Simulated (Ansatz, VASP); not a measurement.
# ZrAgGe (ZrAgGe in the AlB2 type) in two plane-wave programs, part 2 of 2

Aim: how closely do two programs agree when they are given the same cell, functional and k mesh? The cell is generated by rule, not measured, and may not be a known phase. The cell is taken from a series of runs on this material, whose earlier steps may have relaxed, scaled, displaced or heated it; both programs get it as it stands.

VASP 6.6.1 and Ansatz 0.2.0.

So far: Set-up; VASP: relaxation of cell and atoms, PBEsol, pair 1; Ansatz: relaxation of cell and atoms, PBEsol, pair 1.

The structure was built from a prototype and need not be the compound's stable phase.

### 4. Comparison

Known differences besides the potentials themselves: the data sets hold 45 valence electrons in Ansatz (on its PAW soft_1 files) and 37 in VASP; the cutoff is 420 eV in Ansatz and 500 eV in VASP; Ansatz makes its cores anew for this functional, VASP keeps those of its PBE data sets; Ansatz adds a Pulay correction to the stress that steers its cell, VASP none. Total energies have different zeros and are not compared.

Both answers:

| quantity | Ansatz | VASP | difference |
| --- | --- | --- | --- |
| volume (Å³) | 53.12 | 53.11 | +0.02 % |
| edge a after relaxation, in the typed setting (Å) | 4.412 | 4.411 | +0.01 % |
| edge c after relaxation, in the typed setting (Å) | 3.152 | 3.151 | +0.01 % |

### 5. VASP: relaxation of cell and atoms, PBEsol, pair 2

The relaxed volume is the usual yardstick between codes: in a stiff, nearly cubic crystal its relative difference is about their pressure difference at one cell divided by the bulk modulus.

Input file INCAR:

```
SYSTEM = ZrAgGe
PREC = Accurate
ENCUT = 500
EDIFF = 1E-07
NELM = 120
ISMEAR = 0
SIGMA = 0.1
LREAL = .FALSE.
ALGO = Normal
GGA = PS
NBANDS = 24
LASPH = .TRUE.
LORBIT = 11
LWAVE = .FALSE.
LCHARG = .FALSE.
ISIF = 3
IBRION = 2
NSW = 80
EDIFFG = -0.005
GGA_COMPAT = .FALSE.
NELMIN = 4
KPAR = 2
```

Input file POSCAR:

```
ZrAgGe
1.0
    4.4099390000      0.0000000000      0.0000000000
   -2.2049700000      3.8191190000      0.0000000000
    0.0000000000      0.0000000000      3.1539560000
Zr Ge Ag
1 1 1
Direct
    0.0000000000      0.0000000000      0.0000000000
    0.3333334962      0.6666668412      0.5000000000
    0.6666668615      0.3333334206      0.5000000000
```

Input file KPOINTS:

```
Automatic mesh
0
Gamma
9 9 10
0 0 0
```

PAW data sets: Zr_sv, Ge_d and Ag (PBE family, release 64).

Started as:

```
$ mpirun -np 2 vasp_std
```

Numbers of over 12 decimals in the logs are rounded to 6 here.

What it wrote:

```text
[banner, memory and clock lines left out]
running    2 mpi-ranks, on    1 nodes
[...]
[... a notice as in an earlier step ...]

 LDA part: xc-table for (Slater+PW92), standard interpolation
 POSCAR, INCAR and KPOINTS ok, starting setup
[...]
entering main loop
       N       E                     dE             d eps       ncg     rms          rms(c)
DAV:   1     0.331759009244E+03    0.33176E+03   -0.18542E+04  4152   0.321E+03
DAV:   2     0.158633703853E+02   -0.31590E+03   -0.30695E+03  3608   0.748E+02
DAV:   3    -0.186273348390E+02   -0.34491E+02   -0.34206E+02  4288   0.148E+02
DAV:   4    -0.201525283573E+02   -0.15252E+01   -0.15217E+01  4712   0.293E+01
[...]
DAV:  13    -0.184916108455E+02   -0.11523E-06   -0.12534E-06  5088   0.149E-02    0.263E-03
DAV:  14    -0.184916111331E+02   -0.28755E-06   -0.23604E-07  2616   0.431E-03    0.439E-04
DAV:  15    -0.184916111017E+02    0.31418E-07   -0.18021E-08  2008   0.149E-03
   1 F= -.18491611E+02 E0= -.18486551E+02  d E =-.184916E+02
[... from here on, the cycles between the ionic steps are left out ...]
   2 F= -.18492640E+02 E0= -.18487743E+02  d E =-.102860E-02
   3 F= -.18492809E+02 E0= -.18488003E+02  d E =-.119754E-02
   4 F= -.18492765E+02 E0= -.18487963E+02  d E =0.437526E-04
   5 F= -.18492906E+02 E0= -.18488102E+02  d E =-.969077E-04
[...]
reached required accuracy - stopping structural energy minimisation
```

Parts of OUTCAR (step 5):

```text
  Total        0.0014123      0.0014123      0.0044995     -0.0000000     -0.0000000      0.0000000
  in kB        0.0425538      0.0425538      0.1355784     -0.0000000     -0.0000000      0.0000000
  external PRESSURE =       0.0735620 kB  Pullay stress =       0.0000000 kB

 POSITION                                       TOTAL-FORCE (eV/Angst)
 -----------------------------------------------------------------------------------
      0.00000      0.00000      0.00000         0.000000      0.000000      0.000000
      0.00000      2.53814      1.58845         0.000000     -0.000000     -0.000000
      2.19809      1.26907      1.58845        -0.000000     -0.000000      0.000000
 -----------------------------------------------------------------------------------
    total drift:                               -0.000274     -0.000357     -0.000000

  FREE ENERGIE OF THE ION-ELECTRON SYSTEM (eV)
  ---------------------------------------------------
  free  energy   TOTEN  =       -18.4929055510 eV

  energy  without entropy=      -18.4832987845  energy(sigma->0) =      -18.48810217

[... 1 part as in an earlier step ...]

[... 3 further parts left out ...]
[key lines of the parts left out:]
E-fermi :   9.6741
```

### 6. Ansatz: relaxation of cell and atoms, PBEsol, pair 2

The same cell, functional, mesh and smearing now go to Ansatz, which takes its cutoff from its data sets.

The cell is taken from a series of runs on this material, whose earlier steps may have relaxed, scaled, displaced or heated it; both programs get it as it stands.

Input file input.yaml:

```yaml
crystal:
  lattice:
    - [4.4099391778, 0.0, 0.0]
    - [-2.2049695889, 3.8191193571, 0.0]
    - [0.0, 0.0, 3.1539558257]
  atoms:
    - { symbol: Zr, position: [0.0, 0.0, 0.0] }
    - { symbol: Ge, position: [0.3333333333, 0.6666666667, 0.5] }
    - { symbol: Ag, position: [0.6666666667, 0.3333333333, 0.5] }
kpoints:
  mp_grid: { grid: [9, 9, 10] }
hamiltonian:
  xc: pbesol
  pseudopotentials: { kind: paw, azcp: { folder: soft_1 }, xc_functional: pbe }
scf:
  occupations: { method: gaussian, width: 0.1 }
output:
  forces: true
  stress: true
  eigenvalues: true
relax:
  adjacent_minimum: "off"
  f_tol: 0.005
  max_steps: 80
  cell: { stress_tol: 0.05 }
```

Started as:

```
$ ansatz run input.yaml --threads 4 --pin off --max-ram 12288MiB --backend cpu --events-out ev --progress --plain --runs-dir out
```

What it wrote:

```text
[...]
Crystal: 3 atoms, lattice volume = 53.119 Å³
Basis set: ecut = 420 eV, 1049 PW (Γ), exchange–correlation on 60×60×48 points (8 copies of the dense FFT grid, shifted against one another)
Bands: 27, of which v1, the nominal top of the filled ones, is band 23 counted from 1 (22 counted from 0)
Symmetry: 12 space group operations
[...]
k-points: 72 of 810 (time reversal used)
[...]
k-point 71: bands = [... 19 lower, 12.9692, 13.0659, 14.1120, 15.1253, 18.1154, 18.2808, 18.9583, 19.4501]
--- Relaxed structure (4 steps of the walk, 4 accepted, 1 SCFs on fresh bases) ---
[...]
cell:  # Å, volume = 53.1812 Å³
    - [4.396236, 0.0, 0.0]
    - [-2.198118, 3.807252, 0.0]
    - [0.0, 0.0, 3.177350]
  atoms:
    - { symbol: Zr, position: [0, 0, 0.0] }
    - { symbol: Ge, position: [0.333333, 0.666667, 0.5] }
    - { symbol: Ag, position: [0.666667, 0.333333, 0.5] }
[key lines of the parts left out:]
SCF converged after 6 iterations
Free energy (F): -15905.644691 eV
Fermi energy:    16.169986 eV
P = ⅓ Tr σ = -0.0015 GPa (-0.015 kbar)
```

### 7. Comparison

What differs besides the data sets and the points named for the pairs above, as far as they apply: the data sets hold 45 valence electrons in Ansatz (on its PAW soft_1 files) and 37 in VASP. Total energies have different zeros and are not compared.

The two programs side by side:

```
                                         quantity  Ansatz   VASP  difference
                                      volume (Å³)   53.18  53.17     +0.02 %
edge a after relaxation, in the typed setting (Å)   4.396  4.396     +0.00 %
edge c after relaxation, in the typed setting (Å)   3.177  3.177     +0.02 %
```

### 8. Ansatz: zone-centre phonons, PBEsol

Second derivatives magnify differences that forces hide, and they need a tight electronic threshold.

The cell is taken from a series of runs on this material, whose earlier steps may have relaxed, scaled, displaced or heated it; both programs get it as it stands.

Input file input.yaml:

```yaml
crystal:
  lattice:
    - [4.4114670544, 0.0, 0.0]
    - [-2.2057335272, 3.8204425371, 0.0]
    - [0.0, 0.0, 3.1517235256]
  atoms:
    - { symbol: Zr, position: [0.0, 0.0, 0.0] }
    - { symbol: Ge, position: [0.3333333333, 0.6666666667, 0.5] }
    - { symbol: Ag, position: [0.6666666667, 0.3333333333, 0.5] }
kpoints:
  mp_grid: { grid: [4, 4, 6] }
hamiltonian:
  xc: pbesol
  pseudopotentials: { kind: paw, azcp: { folder: soft_1 }, xc_functional: pbe }
scf:
  occupations: { method: methfessel_paxton, width: 0.2 }
output:
  eigenvalues: true
phonons:
  method: dfpt
  qmesh: [2, 2, 2]
  temperatures: { t_max: 1000, t_step: 50 }
  qpath:
    path:
      - [[0.0, 0.0, 0.0], [0.5, 0.0, 0.0], [0.33333333, 0.33333333, 0.0], [0.0, 0.0, 0.0], [0.0, 0.0, 0.5], [0.5, 0.0, 0.5], [0.33333333, 0.33333333, 0.5], [0.0, 0.0, 0.5]]
      - [[0.5, 0.0, 0.5], [0.5, 0.0, 0.0]]
      - [[0.33333333, 0.33333333, 0.5], [0.33333333, 0.33333333, 0.0]]
    npoints: 10
```

What it wrote:

```text
[...]
Crystal: 3 atoms, lattice volume = 53.118 Å³
Basis set: ecut = 420 eV, 1049 PW (Γ), exchange–correlation on 60×60×48 points (8 copies of the dense FFT grid, shifted against one another)
Bands: 27, of which v1, the nominal top of the filled ones, is band 23 counted from 1 (22 counted from 0)
Symmetry: 12 space group operations
k-points: 16 of 96 (time reversal used)
[...]
largest difference from the sums on the solved wave vectors: F 1.29e-1 eV, S 1.72e-4 and C_V 4.33e-5 eV/K
  zero-point energy: 0.071194 eV/cell   skipped modes (ω ≤ 0): 175, of them read as no rigid motion or as one in doubt: 172 (5.014e-1 modes/cell left out, lowest -69.61 cm⁻¹)   left out of the sums: 5.58e-2 of the cell's modes: C_V's classical limit lies that fraction below 3 k_B per atom; for a crystal, a wire or a layer, F and S can be off by more, and a phonons.interpolated_qmesh denser along its periods is the remedy for the sampling
[key lines of the parts left out:]
SCF converged after 12 iterations
Free energy (F): -15905.583791 eV
Fermi energy:    16.188412 eV
```

### 9. VASP: zone-centre phonons, PBEsol

The same cell, functional, mesh and smearing now go to VASP, with its own data sets.

Input file INCAR:

```
SYSTEM = ZrAgGe
PREC = Accurate
ENCUT = 500
EDIFF = 1E-08
NELM = 120
ISMEAR = 1
SIGMA = 0.2
LREAL = .FALSE.
ALGO = Normal
GGA = PS
NBANDS = 24
LASPH = .TRUE.
LORBIT = 11
LWAVE = .FALSE.
LCHARG = .FALSE.
ISIF = 2
IBRION = 8
GGA_COMPAT = .FALSE.
KPAR = 2
```

Input file POSCAR:

```
ZrAgGe
1.0
    4.4114670544      0.0000000000      0.0000000000
   -2.2057335272      3.8204425371      0.0000000000
    0.0000000000      0.0000000000      3.1517235256
Zr Ge Ag
1 1 1
Direct
    0.0000000000      0.0000000000      0.0000000000
    0.3333333333      0.6666666667      0.5000000000
    0.6666666667      0.3333333333      0.5000000000
```

Input file KPOINTS:

```
Automatic mesh
0
Gamma
4 4 6
0 0 0
```

Started as:

```
$ mpirun -np 2 vasp_std
```

What it wrote:

```text
[... set-up lines as in an earlier step ...]
 entering main loop
       N       E                     dE             d eps       ncg     rms          rms(c)
DAV:   1     0.341431350778E+03    0.34143E+03   -0.18455E+04   888   0.323E+03
DAV:   2     0.168739771331E+02   -0.32456E+03   -0.31649E+03   808   0.731E+02
DAV:   3    -0.185784952101E+02   -0.35452E+02   -0.35100E+02   936   0.148E+02
DAV:   4    -0.200922552766E+02   -0.15138E+01   -0.15102E+01  1080   0.292E+01
[...]
DAV:  15    -0.184319713865E+02    0.30106E-07   -0.94839E-09   560   0.689E-04    0.110E-04
DAV:  16    -0.184319714023E+02   -0.15839E-07   -0.12877E-09   464   0.363E-04    0.243E-05
DAV:  17    -0.184319714016E+02    0.70031E-09   -0.31599E-10   408   0.159E-04
   1 F= -.18431971E+02 E0= -.18429263E+02  d E =-.812563E-02
 Linear response reoptimize wavefunctions to high precision
DAV:   1    -0.184319714007E+02    0.89676E-09   -0.12473E-10   456   0.105E-04
DAV:   2    -0.184319714007E+02    0.50932E-10   -0.54743E-11   424   0.590E-05
 Linear response DOF=           6
 Linear response progress:
[...]
RMM:  15    -0.299691434716E+00    0.23917E-07   -0.56544E-08  4763   0.309E-05    0.433E-06
RMM:  16    -0.299691455813E+00   -0.21097E-07   -0.34478E-08  4527   0.193E-05    0.379E-06
RMM:  17    -0.299691446515E+00    0.92984E-08   -0.20617E-08  4383   0.124E-05    0.132E-06
 first order change of Fermi-energy  -0.41600E-04
 force on displaced ion       3 direction 1 :  -9.865   0.002   0.000
 Linear response progress:
  Degree of freedom:   6/  6
       N       E                     dE             d eps       ncg     rms          rms(c)
RMM:   1    -0.293994810008E+00   -0.29399E+00   -0.21118E-01  1610   0.243E+00
RMM:   2    -0.291593297200E+00    0.24015E-02   -0.86663E-03  1577   0.442E-01    0.130E-01
RMM:   3    -0.291095637742E+00    0.49766E-03   -0.59520E-04  1622   0.112E-01    0.720E-02
RMM:   4    -0.291073217953E+00    0.22420E-04   -0.68612E-04  1757   0.107E-01    0.140E-02
[...]
RMM:  14    -0.291069196584E+00   -0.43796E-07   -0.46800E-09  1983   0.414E-05    0.142E-06
RMM:  15    -0.291069173344E+00    0.23239E-07   -0.76406E-09  1713   0.232E-05    0.874E-07
RMM:  16    -0.291069181006E+00   -0.76613E-08   -0.31673E-09  1629   0.139E-05    0.501E-07
 first order change of Fermi-energy   0.15103E-03
 force on displaced ion       3 direction 3 :   0.000   0.000  -1.822
 Linear response finished
```

Parts of OUTCAR (step 9):

```text
  Total       -0.0460124     -0.0460124      0.0839783      0.0000000     -0.0000000      0.0000000
  in kB       -1.3878426     -1.3878426      2.5329852      0.0000000     -0.0000000      0.0000000
  external PRESSURE =      -0.0809000 kB  Pullay stress =       0.0000000 kB

 POSITION                                       TOTAL-FORCE (eV/Angst)
 -----------------------------------------------------------------------------------
      0.00000      0.00000      0.00000        -0.000000      0.000000      0.000000
     -0.00000      2.54696      1.57586         0.000000      0.000000      0.000000
      2.20573      1.27348      1.57586        -0.000000      0.000000      0.000000
 -----------------------------------------------------------------------------------
    total drift:                               -0.000002      0.000001     -0.000000

[... 2 further parts left out ...]
```

### 10. Side by side

What differs besides the data sets and the points named for the pairs above, as far as they apply: VASP's run holds the zone centre alone; the data sets hold 45 valence electrons in Ansatz (on its PAW soft_1 files) and 37 in VASP. Total energies have different zeros and are not compared.

Compared:

| quantity | Ansatz | VASP | difference |
| --- | --- | --- | --- |
| optical mode 1 (imaginary, printed as negative) (cm⁻¹) | -10.8 | -10.3 | -0.5 |
| optical mode 2 (cm⁻¹) | 136.7 | 136.7 | -0.03 % |
| optical mode 3 to 4 (cm⁻¹) | 166.8 | 167.4 | -0.37 % |
| optical mode 5 to 6 (cm⁻¹) | 217.5 | 217.2 | +0.10 % |

Modes are paired by rising frequency, not by their patterns, so a pair may set unlike modes beside each other; they are those without the splitting of longitudinal modes.

### 11. Results

| Item | Value |
| --- | --- |
| difference in volume (relaxation of cell and atoms, PBEsol, pair 1) | 0.024 % |
| difference in volume (relaxation of cell and atoms, PBEsol, pair 2) | 0.017 % |
| r.m.s. difference of the optical zone-centre modes, each program's sorted by frequency (zone-centre phonons, PBEsol) | 0.42 cm⁻¹ |

In words: The difference in volume is 0.024 % (relaxation of cell and atoms, PBEsol, pair 1), within the 1.2 % picked in this series as the mark of a large difference, as far as the stopping tolerances let one tell. The data sets hold unlike numbers of valence electrons (45 in Ansatz and 37 in VASP), so part of the differences comes from the potentials. 1 further run of this series is not shown here. How closely two codes agree says nothing of how well the functional describes the real material.

[Lines on the potential files, build, host, timing and source positions are cut from VASP's logs without a mark.]

[Logs are printed without paths, hosts, clocks, repeated set-up lines and the standing remarks that a program may print on its own settings, such as how far it seeks lower states.]

[Hosts, paths, dates, database ids (printed as entryN), source tags and the programs' standing remarks are cut or masked in the printed files.]
